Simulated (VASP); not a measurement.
All values below come from PBEsol GGA, VASP's PBE PAW potentials (set 64) (plane waves; VASP 6.6.1).

The input files of a VASP run:

### POSCAR
```
Yb(SiPd)2
1
   -2.0490000000     2.0490000000     4.9395000000
    2.0490000000    -2.0490000000     4.9395000000
    2.0490000000     2.0490000000    -4.9395000000
Yb Pd Si
1 2 2
Direct
  0.0000000000   0.0000000000   0.0000000000
  0.7500000000   0.2500000000   0.5000000000
  0.2500000000   0.7500000000   0.5000000000
  0.3750000000   0.3750000000   0.0000000000
  0.6250000000   0.6250000000   0.0000000000
```

INCAR:
```
# general
SYSTEM  = Yb(SiPd)2
PREC    = Accurate
ENCUT   = 300
LREAL   = .FALSE.
LASPH   = .TRUE.

# electronic loop
EDIFF   = 1E-6
NELM    = 100
ALGO    = Normal
LMAXMIX = 6

# smearing
ISMEAR  = -1
SIGMA   = 0.1

# functional
GGA     = PS

# spin
ISPIN   = 2
MAGMOM  = 1.0 0.0 0.0 0.0 0.0

# ions
ISIF    = 2

# output
LWAVE   = .FALSE.
LCHARG  = .FALSE.
LORBIT  = 11
```

File KPOINTS:
```
kpoints
0
Gamma
 5 5 5
0 0 0
```

POTCAR, in this order: Yb Pd Si (PBE.64 set). Program: vasp_std.

Output of the run:

OSZICAR:
```
       N       E                     dE             d eps       ncg     rms          rms(c)
DAV:   1     0.237127576981E+03    0.23713E+03   -0.15628E+04  3368   0.336E+03
DAV:   2    -0.556461692418E+01   -0.24269E+03   -0.23270E+03  2888   0.476E+02
DAV:   3    -0.299136180132E+02   -0.24349E+02   -0.23572E+02  2808   0.978E+01
DAV:   4    -0.334163329647E+02   -0.35027E+01   -0.34623E+01  4248   0.307E+01
DAV:   5    -0.335578986836E+02   -0.14157E+00   -0.14138E+00  3584   0.691E+00    0.337E+01
DAV:   6    -0.332731425692E+02    0.28476E+00   -0.15846E+01  3352   0.587E+01    0.322E+01
DAV:   7    -0.332792760848E+02   -0.61335E-02   -0.67106E+00  3008   0.789E+01    0.247E+01
DAV:   8    -0.343576007215E+02   -0.10783E+01   -0.35816E+01  3192   0.863E+01    0.261E+01
DAV:   9    -0.364093146567E+02   -0.20517E+01   -0.30489E+00  3600   0.647E+01    0.366E+01
DAV:  10    -0.360495430077E+02    0.35977E+00   -0.72411E-01  3104   0.754E+00    0.318E+01
DAV:  11    -0.360452740699E+02    0.42689E-02   -0.11999E-01  3512   0.210E+00    0.235E+01
DAV:  12    -0.340324440218E+02    0.20128E+01   -0.13112E+00  3280   0.338E+01    0.127E+01
DAV:  13    -0.328626414091E+02    0.11698E+01   -0.10378E+00  3192   0.526E+01    0.908E+00
DAV:  14    -0.327097596756E+02    0.15288E+00   -0.35139E-01  3704   0.789E+00    0.124E+01
DAV:  15    -0.327156142035E+02   -0.58545E-02   -0.48908E-02  2992   0.979E-01    0.119E+01
DAV:  16    -0.327405882950E+02   -0.24974E-01   -0.95105E-03  3552   0.130E+00    0.999E+00
DAV:  17    -0.331291086484E+02   -0.38852E+00   -0.15085E-01  3592   0.128E+01    0.239E+01
DAV:  18    -0.334293157922E+02   -0.30021E+00   -0.11986E-01  4048   0.116E+01    0.312E+01
DAV:  19    -0.329664833307E+02    0.46283E+00   -0.13677E-01  2816   0.227E+01    0.250E+01
DAV:  20    -0.330728541128E+02   -0.10637E+00   -0.22425E-02  3672   0.438E+00    0.253E+01
DAV:  21    -0.329707478776E+02    0.10211E+00   -0.11036E-02  3536   0.445E+00    0.248E+01
DAV:  22    -0.328839604594E+02    0.86787E-01   -0.89091E-03  3816   0.331E+00    0.235E+01
DAV:  23    -0.319723593081E+02    0.91160E+00   -0.83838E-01  2992   0.422E+01    0.118E+01
DAV:  24    -0.318303442804E+02    0.14202E+00   -0.56115E-01  4024   0.146E+01    0.577E+00
DAV:  25    -0.318488848267E+02   -0.18541E-01   -0.12956E-01  3008   0.148E+00    0.619E+00
DAV:  26    -0.318988242908E+02   -0.49939E-01   -0.16872E-02  3696   0.268E+00    0.589E+00
DAV:  27    -0.319186798049E+02   -0.19856E-01   -0.44672E-03  4312   0.747E-01    0.631E+00
DAV:  28    -0.321872556028E+02   -0.26858E+00   -0.10107E-01  3216   0.579E+00    0.104E+01
DAV:  29    -0.324575804107E+02   -0.27032E+00   -0.38627E-02  4056   0.363E+00    0.136E+01
DAV:  30    -0.325423757329E+02   -0.84795E-01   -0.12964E-02  4056   0.923E-01    0.147E+01
DAV:  31    -0.325734200089E+02   -0.31044E-01   -0.32404E-03  4376   0.333E-01    0.151E+01
DAV:  32    -0.327932329868E+02   -0.21981E+00   -0.94093E-03  3328   0.216E+00    0.175E+01
DAV:  33    -0.327909180764E+02    0.23149E-02   -0.22197E-03  3288   0.182E-01    0.175E+01
DAV:  34    -0.329702509486E+02   -0.17933E+00   -0.53654E-03  3232   0.162E+00    0.188E+01
DAV:  35    -0.327540519911E+02    0.21620E+00   -0.67862E-03  3064   0.194E+00    0.176E+01
DAV:  36    -0.322466763186E+02    0.50738E+00   -0.61461E-02  3208   0.563E+00    0.134E+01
DAV:  37    -0.319058143263E+02    0.34086E+00   -0.11928E-01  3632   0.684E+00    0.838E+00
DAV:  38    -0.318352917539E+02    0.70523E-01   -0.14962E-01  3624   0.819E+00    0.482E+00
DAV:  39    -0.318365009595E+02   -0.12092E-02   -0.49818E-02  3144   0.107E+00    0.382E+00
DAV:  40    -0.318311995073E+02    0.53015E-02   -0.28629E-03  3776   0.889E-01    0.375E+00
DAV:  41    -0.318318306961E+02   -0.63119E-03   -0.10791E-03  3736   0.551E-01    0.360E+00
DAV:  42    -0.318324599651E+02   -0.62927E-03   -0.23791E-04  4144   0.278E-01    0.374E+00
DAV:  43    -0.318425150074E+02   -0.10055E-01   -0.16163E-03  3720   0.104E+00    0.347E+00
DAV:  44    -0.318303744008E+02    0.12141E-01   -0.74772E-03  3408   0.215E+00    0.296E+00
DAV:  45    -0.318535322109E+02   -0.23158E-01   -0.93779E-03  3328   0.269E+00    0.229E+00
DAV:  46    -0.318817611497E+02   -0.28229E-01   -0.84250E-03  3976   0.215E+00    0.261E+00
DAV:  47    -0.318552889612E+02    0.26472E-01   -0.63985E-03  3208   0.220E+00    0.203E+00
DAV:  48    -0.318525060890E+02    0.27829E-02   -0.10224E-03  3672   0.456E-01    0.198E+00
DAV:  49    -0.318760715183E+02   -0.23565E-01   -0.43044E-03  3136   0.190E+00    0.278E+00
DAV:  50    -0.318624690810E+02    0.13602E-01   -0.12500E-03  3280   0.105E+00    0.235E+00
DAV:  51    -0.318557172852E+02    0.67518E-02   -0.51114E-04  3448   0.585E-01    0.214E+00
DAV:  52    -0.318499863442E+02    0.57309E-02   -0.52907E-04  3800   0.566E-01    0.193E+00
DAV:  53    -0.318439806346E+02    0.60057E-02   -0.58552E-04  3424   0.646E-01    0.169E+00
DAV:  54    -0.318396854937E+02    0.42951E-02   -0.52618E-04  3872   0.541E-01    0.149E+00
DAV:  55    -0.318385347337E+02    0.11508E-02   -0.23451E-04  4232   0.170E-01    0.144E+00
DAV:  56    -0.318361664419E+02    0.23683E-02   -0.14639E-04  3552   0.330E-01    0.124E+00
DAV:  57    -0.318364647224E+02   -0.29828E-03   -0.55617E-05  3472   0.585E-02    0.125E+00
DAV:  58    -0.318349970893E+02    0.14676E-02   -0.74188E-05  2912   0.238E-01    0.114E+00
DAV:  59    -0.318343778737E+02    0.61922E-03   -0.31225E-05  3664   0.119E-01    0.110E+00
DAV:  60    -0.318343027463E+02    0.75127E-04   -0.12079E-05  2944   0.501E-02    0.110E+00
DAV:  61    -0.318334622064E+02    0.84054E-03   -0.42919E-05  2248   0.171E-01    0.105E+00
DAV:  62    -0.318334602399E+02    0.19665E-05   -0.67954E-06  2624   0.109E-02    0.105E+00
DAV:  63    -0.318334762441E+02   -0.16004E-04   -0.21893E-07  1560   0.695E-03    0.105E+00
DAV:  64    -0.318333764237E+02    0.99820E-04   -0.39359E-06  1800   0.384E-02    0.105E+00
DAV:  65    -0.318333800290E+02   -0.36053E-05   -0.23629E-05  3400   0.778E-02    0.109E+00
DAV:  66    -0.318300717100E+02    0.33083E-02   -0.13542E-03  2880   0.952E-01    0.113E+00
DAV:  67    -0.318303912873E+02   -0.31958E-03   -0.12683E-04  3632   0.178E-01    0.105E+00
DAV:  68    -0.318304726896E+02   -0.81402E-04   -0.16399E-05  3208   0.497E-02    0.102E+00
DAV:  69    -0.318302149824E+02    0.25771E-03   -0.28874E-05  3688   0.641E-02    0.917E-01
DAV:  70    -0.318298833310E+02    0.33165E-03   -0.26005E-05  4144   0.872E-02    0.846E-01
DAV:  71    -0.318296988687E+02    0.18446E-03   -0.20969E-05  2960   0.843E-02    0.863E-01
DAV:  72    -0.318296819194E+02    0.16949E-04   -0.73783E-06  2648   0.200E-02    0.860E-01
DAV:  73    -0.318296907552E+02   -0.88359E-05   -0.12649E-06  1872   0.724E-03    0.861E-01
DAV:  74    -0.318295837162E+02    0.10704E-03   -0.42344E-06  1800   0.487E-02    0.872E-01
DAV:  75    -0.318292302042E+02    0.35351E-03   -0.58169E-05  3080   0.155E-01    0.910E-01
DAV:  76    -0.318290189159E+02    0.21129E-03   -0.14736E-03  3064   0.325E-01    0.455E-01
DAV:  77    -0.318284473006E+02    0.57162E-03   -0.34164E-04  3688   0.367E-01    0.341E-01
DAV:  78    -0.318284210711E+02    0.26229E-04   -0.77205E-05  3792   0.597E-02    0.302E-01
DAV:  79    -0.318283592605E+02    0.61811E-04   -0.23044E-05  3096   0.753E-02    0.301E-01
DAV:  80    -0.318283385208E+02    0.20740E-04   -0.24321E-05  2696   0.109E-01    0.289E-01
DAV:  81    -0.318283707052E+02   -0.32184E-04   -0.12066E-05  2728   0.590E-02    0.267E-01
DAV:  82    -0.318283813328E+02   -0.10628E-04   -0.14863E-06  1800   0.191E-02    0.259E-01
DAV:  83    -0.318283880302E+02   -0.66974E-05   -0.88515E-07  1448   0.180E-02    0.250E-01
DAV:  84    -0.318284027925E+02   -0.14762E-04   -0.55463E-06  2520   0.541E-02    0.214E-01
DAV:  85    -0.318284061374E+02   -0.33449E-05   -0.37833E-06  2176   0.374E-02    0.195E-01
DAV:  86    -0.318284185640E+02   -0.12427E-04   -0.18282E-05  2776   0.100E-01    0.135E-01
DAV:  87    -0.318284228198E+02   -0.42558E-05   -0.11498E-05  3032   0.610E-02    0.897E-02
DAV:  88    -0.318284237716E+02   -0.95183E-06   -0.69528E-06  2680   0.555E-02
   1 F= -.31828424E+02 E0= -.31737859E+02  d E =-.181129E+00  mag=     0.0013
```

### OUTCAR
```
------------------------ aborting loop because EDIFF is reached ----------------------------------------
  FORCE on cell =-STRESS in cart. coord.  units (eV):
  Direction    XX          YY          ZZ          XY          YZ          ZX
  --------------------------------------------------------------------------------------
  Total        1.2510567      1.2510567     -0.3061039      0.0000000     -0.0000000      0.0000000
  in kB       24.1635473     24.1635473     -5.9122471      0.0000000     -0.0000000      0.0000000
  external PRESSURE =      14.1382825 kB  Pullay stress =       0.0000000 kB
  volume of cell :       82.95
      direct lattice vectors                 reciprocal lattice vectors
    -2.049000000  2.049000000  4.939500000     0.000000000  0.244021474  0.101224820
     2.049000000 -2.049000000  4.939500000     0.244021474  0.000000000  0.101224820
     2.049000000  2.049000000 -4.939500000     0.244021474  0.244021474  0.000000000
 POSITION                                       TOTAL-FORCE (eV/Angst)
 -----------------------------------------------------------------------------------
      0.00000      0.00000      0.00000        -0.000000     -0.000000     -0.000000
     -0.00000      2.04900      2.46975        -0.000000     -0.000000      0.000000
      2.04900     -0.00000      2.46975        -0.000000     -0.000000     -0.000000
      0.00000      0.00000      3.70463        -0.000000     -0.000000      1.268556
      0.00000      0.00000      6.17437         0.000000      0.000000     -1.268556
 -----------------------------------------------------------------------------------
    total drift:                                0.000000     -0.000000      0.000000
  FREE ENERGIE OF THE ION-ELECTRON SYSTEM (eV)
  ---------------------------------------------------
  free  energy   TOTEN  =       -31.8284237716 eV

  energy  without entropy=      -31.6472944280  energy(sigma->0) =      -31.73785910

 total charge

# of ion       s       p       d       f       tot
--------------------------------------------------
    1        2.120   6.032   0.413  13.496  22.060
    2        0.554   0.700   8.574   0.000   9.829
    3        0.554   0.700   8.574   0.000   9.829
    4        0.754   0.889   0.000   0.000   1.643
    5        0.754   0.889   0.000   0.000   1.643
--------------------------------------------------
tot          4.737   9.210  17.560  13.496  45.003

 magnetization (x)

# of ion       s       p       d       f       tot
--------------------------------------------------
    1       -0.000  -0.000  -0.000  -0.000  -0.000
    2        0.000   0.000   0.000   0.000   0.000
    3        0.000   0.000   0.000   0.000   0.000
    4        0.000   0.000   0.000   0.000   0.000
    5        0.000   0.000   0.000   0.000   0.000
--------------------------------------------------
tot         -0.000   0.000  -0.000  -0.000  -0.000
```
(Selected blocks of OUTCAR.)

OUTCAR:
```
 val. band max:        7.9037405364   @ k =  -0.2000   0.4000   0.2000

 cond. band min:       7.9503738805   @ k =   0.2000   0.0000  -0.0000


 Fermi energy:         7.9217444312

 spin component 1

 k-point     1 :       0.0000    0.0000    0.0000
  band No.  band energies     occupation
      1     -43.5701      1.00000
      2     -15.8616      1.00000
      3     -15.8260      1.00000
      4     -15.8260      1.00000
      5      -3.0603      1.00000
      6      -0.2674      1.00000
      7       1.4276      1.00000
      8       2.4625      1.00000
      9       2.5344      1.00000
     10       2.5344      1.00000
     11       4.3306      1.00000
     12       4.3306      1.00000
     13       4.4873      1.00000
     14       4.7286      1.00000
     15       5.1885      1.00000
     16       5.6106      1.00000
     17       6.3187      1.00000
     18       6.8333      0.99998
     19       6.8333      0.99998
     20       7.3590      0.99642
     21       7.3590      0.99642
     22       7.4358      0.99230
     23       7.4696      0.98924
     24       7.4869      0.98724
     25       7.4955      0.98611
     26       7.4955      0.98611
     27       8.1694      0.07753
     28       9.9661      0.00000
     29       9.9661      0.00000
     30      11.3859      0.00000
     31      11.8950      0.00000
     32      12.5716      0.00000

 k-point     2 :       0.2000    0.0000   -0.0000
  band No.  band energies     occupation
      1     -43.5696      1.00000
      2     -15.8605      1.00000
      3     -15.8540      1.00000
      4     -15.8229      1.00000
      5      -2.6650      1.00000
      6      -0.2507      1.00000
      7       1.7720      1.00000
      8       2.3935      1.00000
      9       2.4420      1.00000
     10       2.8631      1.00000
     11       3.5826      1.00000
     12       4.0656      1.00000
     13       4.5177      1.00000
     14       4.8907      1.00000
...
```

At this cut-off the stress carries a Pulay error, which pulls relaxed volumes low.

The structure comes from a measured Pd2YbSi2 entry of the Crystallography Open Database, whose conditions weren't checked. The cell was not relaxed at this level. The k-mesh is coarse (spacing up to 0.43 per Å, 2π included), so the numbers may not be converged in it.
